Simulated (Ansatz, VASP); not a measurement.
# Ta (Sigma5 (310)[001] symmetric tilt boundary in Ta): VASP beside Ansatz

One calculation is typed for both programs; each brings its own data sets. How far apart do they land? Of the first pair: The structure shown is the start of the Ansatz relaxation below; VASP solves that cell, so the two are compared at the walk's first step.

Method: plane waves, with VASP 6.6.1 beside it; PBE, in Ansatz 0.2.0.

### Step 1. The starting structure

The cell holds 40 atoms: 40 Ta. Cell: a = 6.640 Å, b = 5.506 Å, c = 21.670 Å, α = 90.0°, β = 90.0°, γ = 107.5°. It derives from Ta. Two grains of Ta, one the mirror image of the other in the boundary plane, two boundaries a cell; of 5 trial joints (lateral shifts, openings, close atoms taken out) the lowest after a short relaxation with the MACE-MP-0b2 potential was kept (shift [0.333, 0.667] of the surface cell, opening 1.44 A, one of each pair under 2.02 A removed), then its atoms and the cell's length along the normal were relaxed with that potential. Lattice constants are starting values near those of PBE. The structure's axis is c.

### Step 2. Ansatz: relaxation, PBE

Ansatz runs on its default PAW (the set named soft_2) files.

The two programs are compared at the cell with which this relaxation starts, whose forces are those of its first step.

File input.yaml:

```yaml
crystal:
  lattice:
    - [6.64, 0.0, 0.0]
    - [-1.66, 5.24938, 0.0]
    - [0.0, 0.0, 21.67005]
  atoms:
    - { symbol: Ta, position: [0.15722, 0.62888, 0.99204] }
    - { symbol: Ta, position: [0.30771, 0.23083, 0.05463] }
    - { symbol: Ta, position: [0.45449, 0.81796, 0.09606] }
    - { symbol: Ta, position: [0.10791, 0.43162, 0.14659] }
    - { symbol: Ta, position: [0.25758, 0.03033, 0.19258] }
    - { symbol: Ta, position: [0.40797, 0.63187, 0.24199] }
    - { symbol: Ta, position: [0.0584, 0.23359, 0.2913] }
    - { symbol: Ta, position: [0.20818, 0.8327, 0.33726] }
    - { symbol: Ta, position: [0.36169, 0.44675, 0.38789] }
    - { symbol: Ta, position: [0.00834, 0.03337, 0.42904] }
    - { symbol: Ta, position: [0.30833, 0.2333, 0.92904] }
    - { symbol: Ta, position: [0.45498, 0.81992, 0.88789] }
    - { symbol: Ta, position: [0.60849, 0.43396, 0.83726] }
    - { symbol: Ta, position: [0.25827, 0.03308, 0.7913] }
    - { symbol: Ta, position: [0.4087, 0.63479, 0.74199] }
    - { symbol: Ta, position: [0.55908, 0.23633, 0.69258] }
    - { symbol: Ta, position: [0.20876, 0.83504, 0.64659] }
    - { symbol: Ta, position: [0.36218, 0.44871, 0.59606] }
    - { symbol: Ta, position: [0.50896, 0.03583, 0.55463] }
    - { symbol: Ta, position: [0.15945, 0.63779, 0.49204] }
    - { symbol: Ta, position: [0.65722, 0.62888, 0.99204] }
    - { symbol: Ta, position: [0.80771, 0.23083, 0.05463] }
    - { symbol: Ta, position: [0.95449, 0.81796, 0.09606] }
    - { symbol: Ta, position: [0.60791, 0.43162, 0.14659] }
    - { symbol: Ta, position: [0.75758, 0.03033, 0.19258] }
    - { symbol: Ta, position: [0.90797, 0.63187, 0.24199] }
    - { symbol: Ta, position: [0.5584, 0.23359, 0.2913] }
    - { symbol: Ta, position: [0.70818, 0.8327, 0.33726] }
    - { symbol: Ta, position: [0.86169, 0.44675, 0.38789] }
    - { symbol: Ta, position: [0.50834, 0.03337, 0.42904] }
    - { symbol: Ta, position: [0.80833, 0.2333, 0.92904] }
    - { symbol: Ta, position: [0.95498, 0.81992, 0.88789] }
    - { symbol: Ta, position: [0.10849, 0.43396, 0.83726] }
    - { symbol: Ta, position: [0.75827, 0.03308, 0.7913] }
    - { symbol: Ta, position: [0.9087, 0.6348, 0.74199] }
    - { symbol: Ta, position: [0.05908, 0.23633, 0.69258] }
    - { symbol: Ta, position: [0.70876, 0.83504, 0.64659] }
    - { symbol: Ta, position: [0.86218, 0.44871, 0.59606] }
    - { symbol: Ta, position: [0.00896, 0.03583, 0.55463] }
    - { symbol: Ta, position: [0.65945, 0.63779, 0.49204] }
kpoints:
  mp_grid: { grid: [4, 5, 1] }
hamiltonian:
  xc: pbe
scf:
  occupations: { method: fermi_dirac, width: 0.1 }
output:
  forces: true
relax:
  f_tol: 0.05
  max_steps: 120
```

Run with:

```
$ ansatz run input.yaml --threads 5 --pin off --max-ram 76800MiB --backend cuda --events-out ev --progress --plain --runs-dir out
```

Numbers of over 12 decimals in the logs are rounded to 6 here.

What it wrote:

```text
Warning: the atoms were moved onto the symmetric positions of the space group found under crystal.symmetry.tolerance 1.0e-5 (fractional; no operation is sought that the atoms, as they stand in a round, miss by more than twice it, and no atom is moved by as much as it), and the run uses the moved positions. Before a round's move an operation carried an atom to 5.83e-5 Å from where it should land, the largest such dist [...]
Engine: ansatz 0.2.0, x86_64-unknown-linux-gnu
Pseudopotentials: kind: paw
Pseudopotential: Ta, paw, valence charge 13, recommended cutoff 420 eV (normal), Ta.paw.azcp
Functional definition: PBE
  parameter kappa = 0.804
  parameter beta = 0.066725
  exchange = pbe_x(kappa = kappa, mu = beta*pi^2/3)
  correlation = pbe_c(beta = beta)
concurrent solve slots: 4 of 5 are kept, ahead of what memory takes: no pass of the eigensolver takes more rounds on 4
device memory: the entry about to start is reckoned to put 12.0 GiB on a device that reports 78.6 GiB free
GPU FFT provider: cuFFT
GPU libraries: cuBLAS 13.8.2, cuFFT 12.4.0, cuSOLVER 12.3.4
Crystal: 40 atoms, lattice volume = 755.329 Å³
Basis set: ecut = 420 eV, 14749 PW (Γ), exchange–correlation on 90×80×300 points (8 copies of the dense FFT grid, shifted against one another)
Bands: 312, of which v1, the nominal top of the filled ones, is band 260 counted from 1 (259 counted from 0)
Symmetry: 4 space group operations
Space group: Cmc21 (ITA 36), of the structure as read, at distance tolerance 9.1e-5 Å
k-points: 11 of 20
Non-local potential: Ta, projectors of the file, l = 0: 3, l = 1: 2, l = 2: 2, l = 3: 1
PAW form: soft (Blöchl's): semilocal exchange-correlation on the pseudo side does not see the compensation charge
PAW one-centre angular grid: Ta, 590 points (default); XC on 64 Gauss nodes
Initial density: superposition of atomic densities (neutral atoms: chi_scale 0, normalization atom), corrected by the library's trained network
Initial wavefunctions: pseudopotential atomic-orbital guess
GPU buffer pool allocated for 270000 grid points (all kernels)
GPU transforms: local potential and band sums: pruned to the plane-wave sphere, on 45×40×150
Functional: x = pbe(κ = 0.804, μ = 0.219515), c = pbe(β = 0.066725)
SCF iter   1: F=—  HF=-397284.430211 eV  |F-HF|=—  |Δ(HF+E_count)|=         —  Δρ=4.67e-3  dr2=5.20e-1  ethr=1.77e-3  ⟨swp⟩=6.7  Hψ=14391  notcnv=0  defer=11
[...]
GPU FFT provider: cuFFT
GPU libraries: cuBLAS 13.8.2, cuFFT 12.4.0, cuSOLVER 12.3.4
GPU buffer pool allocated for 270000 grid points (all kernels)
GPU transforms: local potential and band sums: pruned to the plane-wave sphere, on 45×40×150
relax step  14: F+E_penalty+E_count = -397284.67156902 eV  Δ(F+E_penalty+E_count) = -2.700e-2 eV  max|allowed force component| = 6.372e-2 eV/Å  Δτ_max = 0.0740 Å  (7 SCF iters, accepted)
concurrent solve slots: 4 of 5 are kept, ahead of what memory takes: no pass of the eigensolver takes more rounds on 4
device memory: the entry about to start is reckoned to put 11.2 GiB (of the 12.0 GiB reckoned in all, the device holds 0.8 GiB already) on a device that reports 77.7 GiB free
GPU FFT provider: cuFFT
GPU libraries: cuBLAS 13.8.2, cuFFT 12.4.0, cuSOLVER 12.3.4
GPU buffer pool allocated for 270000 grid points (all kernels)
GPU transforms: local potential and band sums: pruned to the plane-wave sphere, on 45×40×150
SCF iter   1: F=—  HF=-397284.673379 eV  |F-HF|=—  |Δ(HF+E_count)|=         —  Δρ=1.21e-3  dr2=8.26e-2  ethr=2.67e-5  ⟨swp⟩=2.7  Hψ=5808  notcnv=0  defer=27
preconditioner: auto → Kerker (q_TF=auto, 2.564 Å⁻¹)  [metal: Δε(μ)=0.017 eV  Ē_g=3.877 eV  σ=0.100 eV  W_gap=0.04  n_scr=208 (ndim 8)  ℏωp=19.1 eV  f_vac=0.000  D(μ)=46.97/eV (n_scr^D=482)]
SCF iter   2: F=—  HF=-397284.671027 eV  |F-HF|=—  |Δ(HF+E_count)|=   2.35e-3  Δρ=6.70e-4  dr2=2.11e-2  ethr=1.59e-5  ⟨swp⟩=1.0  Hψ=3949  notcnv=0  defer=27
SCF iter   3: F=—  HF=-397284.672705 eV  |F-HF|=—  |Δ(HF+E_count)|=   1.68e-3  Δρ=1.04e-4  dr2=7.88e-5  ethr=4.05e-6  ⟨swp⟩=1.1  Hψ=3405  notcnv=0  defer=27
SCF iter   4: F=—  HF=-397284.672461 eV  |F-HF|=—  |Δ(HF+E_count)|=   2.44e-4  Δρ=1.84e-5  dr2=3.18e-6  ethr=1.52e-8  ⟨swp⟩=2.0  Hψ=4598  notcnv=0  defer=27
iter 5 did not close the SCF: its close was put off for the readings that it lacked (scf_convergence_deferred on its scf_iter line)
SCF iter   5: F=-397284.672461 eV  HF=-397284.672461 eV  |F-HF|=2.20e-8  |Δ(HF+E_count)|=   8.21e-9  Δρ=3.21e-6  dr2=7.31e-8  ethr=6.12e-10  ⟨swp⟩=2.5  Hψ=5574  notcnv=0  defer=27
SCF iter   6: F=-397284.672461 eV  HF=-397284.672461 eV  |F-HF|=6.98e-10  |Δ(HF+E_count)|=   1.05e-9  Δρ=5.73e-7  dr2=2.56e-9  ethr=1.41e-11  ⟨swp⟩=1.5  Hψ=11276  notcnv=0
SCF 15 converged in 6 iterations: F = -397284.672461 eV  dr2 = 2.56e-9
relax step  15: F+E_penalty+E_count = -397284.67246100 eV  Δ(F+E_penalty+E_count) = -8.920e-4 eV  max|allowed force component| = 2.714e-2 eV/Å  Δτ_max = 0.0159 Å  (6 SCF iters, accepted)
SCF converged after 6 iterations
Free energy (F): -397284.672461 eV
Harris-Foulkes:  -397284.672461 eV  (|F-HF|=6.98e-10)
Internal energy: -397283.127590 eV  (E = F + TS)
E sigma→0 (E₀):  -397283.900026 eV
Entropy (-TS):   -1.544871 eV (-38.622 meV/atom)
Fermi energy:    17.766040 eV
--- Per-component energies (eV) ---
  E_band       = -4659.865041
  E_kinetic    = 14603.065293
  E_local      = -23775.773378  (includes V_loc(G=0)·N_el)
  E_nonlocal   = 589.064893
  E_hartree    = 8288.934084
  E_xc         = -8722.654601
  E_vxc        = -8141.067853  (∫ρ·V_xc dr)
  E_paw        = -335861.060191  (= ΣΔE_a)
  E_vpaw       = -4513.028113  (= ΣTr[D̂ρ^β])
  E_aug_tail   = 0.005751  (compensation charges beyond the density's cutoff)
  E_ewald      = -52404.709442
  E_smearing   = -1.544871  (= −TS)
  E_closure    = -0.000000  (closes the sum)
  Σ components = -397284.672461   (vs F -397284.672461, Δ=0.00e0)
--- Forces (eV/Å), atoms counted from 1 ---
  atom   1  Ta    -0.00019282    -0.01160285    -0.02713975
  atom   2  Ta     0.00181590    -0.02034493     0.00605139
  atom   3  Ta    -0.00212706     0.02442334     0.01918576
  atom   4  Ta     0.00060679     0.00299934     0.01309691
  atom   5  Ta    -0.00047689    -0.01102626     0.01586501
  atom   6  Ta    -0.00020085    -0.00473995     0.00426415
  atom   7  Ta     0.00055188    -0.00797785    -0.01591864
  atom   8  Ta    -0.00070509     0.00860067    -0.02016610
  atom   9  Ta    -0.00025909    -0.00139400    -0.00653204
  atom  10  Ta    -0.00014083     0.00730967     0.01129388
  atom  11  Ta     0.00014083    -0.00730967     0.01129388
  atom  12  Ta     0.00025909     0.00139400    -0.00653204
  atom  13  Ta     0.00070509    -0.00860067    -0.02016610
  atom  14  Ta    -0.00055188     0.00797785    -0.01591864
  atom  15  Ta     0.00020085     0.00473995     0.00426415
  atom  16  Ta     0.00047689     0.01102626     0.01586501
  atom  17  Ta    -0.00060679    -0.00299934     0.01309691
  atom  18  Ta     0.00212706    -0.02442334     0.01918576
  atom  19  Ta    -0.00181590     0.02034493     0.00605139
  atom  20  Ta     0.00019282     0.01160285    -0.02713975
  atom  21  Ta    -0.00019282    -0.01160285    -0.02713975
  atom  22  Ta     0.00181590    -0.02034493     0.00605139
  atom  23  Ta    -0.00212706     0.02442334     0.01918576
  atom  24  Ta     0.00060679     0.00299934     0.01309691
[...]
atom  33  Ta     0.00070509    -0.00860067    -0.02016610
  atom  34  Ta    -0.00055188     0.00797785    -0.01591864
  atom  35  Ta     0.00020085     0.00473995     0.00426415
  atom  36  Ta     0.00047689     0.01102626     0.01586501
  atom  37  Ta    -0.00060679    -0.00299934     0.01309691
  atom  38  Ta     0.00212706    -0.02442334     0.01918576
  atom  39  Ta    -0.00181590     0.02034493     0.00605139
  atom  40  Ta     0.00019282     0.01160285    -0.02713975
  max |Σ_I F_I| component: 2.35e-6 eV/Å
--- Relaxed structure (15 steps of the walk, 13 accepted, 0 SCFs on fresh bases) ---
  F+E_penalty+E_count = -397284.67246100 eV   max|allowed force component| = 2.714e-2 eV/Å
  atoms:
    - { symbol: Ta, position: [0.161301, 0.645513, 0.994284] }
    - { symbol: Ta, position: [0.295928, 0.188716, 0.049317] }
    - { symbol: Ta, position: [0.445835, 0.786340, 0.097049] }
    - { symbol: Ta, position: [0.096599, 0.389374, 0.143953] }
    - { symbol: Ta, position: [0.246896, -0.00966341, 0.192485] }
    - { symbol: Ta, position: [0.395176, 0.582633, 0.241615] }
    - { symbol: Ta, position: [0.045206, 0.182699, 0.292099] }
    - { symbol: Ta, position: [0.192992, 0.773170, 0.338428] }
    - { symbol: Ta, position: [0.346433, 0.387189, 0.391686] }
    - { symbol: Ta, position: [-0.0071106, -0.026523, 0.428464] }
    - { symbol: Ta, position: [0.323780, 0.293188, 0.928464] }
    - { symbol: Ta, position: [0.470236, 0.879477, 0.891686] }
    - { symbol: Ta, position: [0.623677, 0.493495, 0.838428] }
    - { symbol: Ta, position: [0.271463, 0.083967, 0.792099] }
    - { symbol: Ta, position: [0.421493, 0.684033, 0.741615] }
    - { symbol: Ta, position: [0.569773, 0.276329, 0.692485] }
    - { symbol: Ta, position: [0.220070, 0.877292, 0.643953] }
    - { symbol: Ta, position: [0.370834, 0.480326, 0.597049] }
    - { symbol: Ta, position: [0.520741, 0.077950, 0.549317] }
    - { symbol: Ta, position: [0.155368, 0.621153, 0.494284] }
    - { symbol: Ta, position: [0.661301, 0.645513, 0.994284] }
    - { symbol: Ta, position: [0.795928, 0.188716, 0.049317] }
    - { symbol: Ta, position: [0.945835, 0.786340, 0.097049] }
    - { symbol: Ta, position: [0.596599, 0.389374, 0.143953] }
[...]
- { symbol: Ta, position: [0.123677, 0.493495, 0.838428] }
    - { symbol: Ta, position: [0.771463, 0.083967, 0.792099] }
    - { symbol: Ta, position: [0.921493, 0.684033, 0.741615] }
    - { symbol: Ta, position: [0.069773, 0.276329, 0.692485] }
    - { symbol: Ta, position: [0.720070, 0.877292, 0.643953] }
    - { symbol: Ta, position: [0.870834, 0.480326, 0.597049] }
    - { symbol: Ta, position: [0.020741, 0.077950, 0.549317] }
    - { symbol: Ta, position: [0.655368, 0.621153, 0.494284] }
```

In the SCF lines HF is the Harris–Foulkes energy and dr2 the Hartree energy of the density residual, in eV; the loop may stop once dr2 is under the threshold and the program's other checks hold. Hψ counts applications of the Hamiltonian.

### Step 3. VASP: single point, PBE, start cell, pair 1

The same cell, functional, mesh and smearing now go to VASP, with its own data sets.

Lines of VASP's logs that name or quote its potential files are left out, and so is its time.

File INCAR:

```
SYSTEM = Ta
PREC = Accurate
ENCUT = 400
EDIFF = 1E-06
NELM = 120
ISMEAR = -1
SIGMA = 0.1
LREAL = Auto
ALGO = Normal
GGA = PE
NBANDS = 256
LASPH = .TRUE.
LORBIT = 11
LWAVE = .FALSE.
LCHARG = .FALSE.
ISIF = 2
GGA_COMPAT = .FALSE.
KPAR = 4
```

File POSCAR:

```
Ta
1.0
    6.6400000000      0.0000000000      0.0000000000
   -1.6600000000      5.2493800000      0.0000000000
    0.0000000000      0.0000000000     21.6700500000
Ta
40
Direct
    0.1572185668      0.6288742672      0.9920402814
    0.3077072912      0.2308291647      0.0546301231
    0.4544908161      0.8179632643      0.0960582694
    0.1079056003      0.4316224012      0.1465888404
    0.2575823241      0.0303292961      0.1925785820
    0.4079662741      0.6318650965      0.2419900969
    0.0583978489      0.2335913957      0.2913000893
    0.2081769657      0.8327078627      0.3372598356
    0.3616846180      0.4467384721      0.3878896219
    0.0083419376      0.0333677502      0.4290385809
    0.3083240307      0.2332961227      0.9290385809
    0.4549813502      0.8199254008      0.8878896218
    0.6084890025      0.4339560101      0.8372598356
    0.2582681193      0.0330724772      0.7913000893
    0.4086996941      0.6347987763      0.7419900969
    0.5590836442      0.2363345768      0.6925785820
    0.2087603679      0.8350414716      0.6465888404
    0.3621751521      0.4487006086      0.5960582694
    0.5089586771      0.0358347082      0.5546301231
    0.1594474014      0.6377896057      0.4920402814
    0.6572185668      0.6288742672      0.9920402814
    0.8077072912      0.2308291647      0.0546301231
    0.9544908161      0.8179632643      0.0960582694
    0.6079056003      0.4316224012      0.1465888404
    0.7575823241      0.0303292961      0.1925785820
    0.9079662741      0.6318650965      0.2419900969
    0.5583978489      0.2335913957      0.2913000893
    0.7081769657      0.8327078627      0.3372598356
    0.8616846180      0.4467384721      0.3878896219
    0.5083419376      0.0333677502      0.4290385809
    0.8083240307      0.2332961227      0.9290385809
    0.9549813502      0.8199254008      0.8878896218
    0.1084890025      0.4339560101      0.8372598356
    0.7582681193      0.0330724772      0.7913000893
    0.9086996941      0.6347987763      0.7419900969
    0.0590836442      0.2363345768      0.6925785820
    0.7087603679      0.8350414716      0.6465888404
    0.8621751521      0.4487006086      0.5960582694
    0.0089586771      0.0358347082      0.5546301231
    0.6594474014      0.6377896057      0.4920402814
```

File KPOINTS:

```
Automatic mesh
0
Gamma
4 5 1
0 0 0
```

PAW data sets: Ta_pv (PBE family, release 64).

Run with:

```
$ mpirun -np 4 vasp_std
```

What it wrote:

```text
[banner, memory and clock lines left out]
running    4 mpi-ranks, on    1 nodes
[...]
LDA part: xc-table for (Slater+PW92), standard interpolation
 POSCAR, INCAR and KPOINTS ok, starting setup
[...]
entering main loop
       N       E                     dE             d eps       ncg     rms          rms(c)
DAV:   1     0.445364056052E+04    0.44536E+04   -0.21092E+05  5704   0.149E+03
DAV:   2    -0.190116717690E+03   -0.46438E+04   -0.45247E+04  5840   0.493E+02
DAV:   3    -0.473404764047E+03   -0.28329E+03   -0.26418E+03  7208   0.100E+02
DAV:   4    -0.487974446199E+03   -0.14570E+02   -0.13699E+02  6736   0.173E+01
[...]
DAV:  18    -0.466883111766E+03    0.20482E-04   -0.13969E-04  7048   0.387E-02    0.134E-02
DAV:  19    -0.466883105807E+03    0.59588E-05   -0.16175E-05  6392   0.137E-02    0.741E-03
DAV:  20    -0.466883105501E+03    0.30582E-06   -0.42062E-06  5056   0.611E-03
   1 F= -.46688311E+03 E0= -.46609958E+03  d E =-.156705E+01
```

From OUTCAR (step 3):

```text
  Total      -10.8259108     -8.0884115     -6.6659247      0.3248510      0.0000000      0.0000000
  in kB      -22.9635496    -17.1568603    -14.1395302      0.6890628      0.0000000      0.0000000
  external PRESSURE =     -18.0866467 kB  Pullay stress =       0.0000000 kB

 POSITION                                       TOTAL-FORCE (eV/Angst)
 -----------------------------------------------------------------------------------
     -0.00000      3.30120     21.49756         0.004990     -0.053902     -0.004620
      1.66000      1.21171      1.18384         0.000043     -0.120750     -0.445828
      1.66000      4.29380      2.08159         0.000498      0.176310     -0.115126
      0.00000      2.26575      3.17659        -0.004037      0.087767     -0.231210
      1.66000      0.15921      4.17319        -0.002766      0.012976     -0.055111
      1.66000      3.31690      5.24394         0.000392      0.004496     -0.010531
     -0.00000      1.22621      6.31249         0.003132      0.002983      0.052107
      0.00000      4.37120      7.30844         0.003552     -0.105337      0.231106
      1.66000      2.34510      8.40559        -0.000747     -0.189360      0.124760
      0.00000      0.17516      9.29729         0.000078      0.118972      0.454454
      1.66000      1.22466     20.13231        -0.000078     -0.118972      0.454454
      1.66000      4.30410     19.24061         0.000747      0.189360      0.124760
      3.32000      2.27800     18.14346        -0.003552      0.105337      0.231106
      1.66000      0.17361     17.14751        -0.003132     -0.002983      0.052107
[...]
-----------------------------------------------------------------------------------
    total drift:                               -0.000112      0.000076      0.028869

  FREE ENERGIE OF THE ION-ELECTRON SYSTEM (eV)
  ---------------------------------------------------
  free  energy   TOTEN  =      -466.8831055013 eV

  energy  without entropy=     -465.3160601382  energy(sigma->0) =     -466.09958282

[... 2 further parts left out ...]
[key lines of the parts left out:]
E-fermi :   5.2178
```

The run ends at a pressure of -1.81 GPa, with forces up to 0.47 eV/Å.

### Step 4. Comparison

Known differences besides the potentials themselves: the data sets hold 520 valence electrons in Ansatz (on its default PAW (the set named soft_2) files) and 440 in VASP; the cutoff is 420 eV in Ansatz and 400 eV in VASP (PREC = Accurate, projectors in real space). Total energies have different zeros and are not compared.

Forces on 10 of the 40 atoms, those with the largest forces and the largest differences (eV/Å; atoms numbered as in POSCAR):

| atom | Ansatz x, y, z | VASP x, y, z |
| --- | --- | --- |
| Ta2 | -0.001, -0.121, -0.447 | 0.000, -0.121, -0.446 |
| Ta3 | 0.001, 0.174, -0.110 | 0.000, 0.176, -0.115 |
| Ta10 | 0.000, 0.120, 0.456 | 0.000, 0.119, 0.454 |
| Ta11 | 0.000, -0.120, 0.456 | 0.000, -0.119, 0.454 |
| Ta18 | -0.001, -0.174, -0.110 | 0.000, -0.176, -0.115 |
| Ta19 | 0.001, 0.121, -0.447 | 0.000, 0.121, -0.446 |
| Ta22 | -0.001, -0.121, -0.447 | 0.000, -0.121, -0.446 |
| Ta23 | 0.001, 0.174, -0.110 | 0.000, 0.176, -0.115 |
| Ta30 | 0.000, 0.120, 0.456 | 0.000, 0.119, 0.454 |
| Ta31 | 0.000, -0.120, 0.456 | 0.000, -0.119, 0.454 |

The forces differ by 1.8 meV/Å r.m.s., which is 1.2 % of the r.m.s. force of 0.149 eV/Å (both taken over all components).

### Step 5. Ansatz: relaxation, PBE

This run makes the geometry at which the two programs are then compared.

The structure compared here is the end of the Ansatz relaxation.

This is the run of step 2 again, met here at its other cell.

[end of part 1 of 2]

[Lines on the potential files, build, host, timing and source positions are cut from VASP's logs without a mark.]

[Logs are printed without paths, hosts, clocks, repeated set-up lines and the standing remarks that a program may print on its own settings, such as how far it seeks lower states.]

[Hosts, paths, dates, database ids (printed as entryN), source tags and the programs' standing remarks are cut or masked in the printed files.]
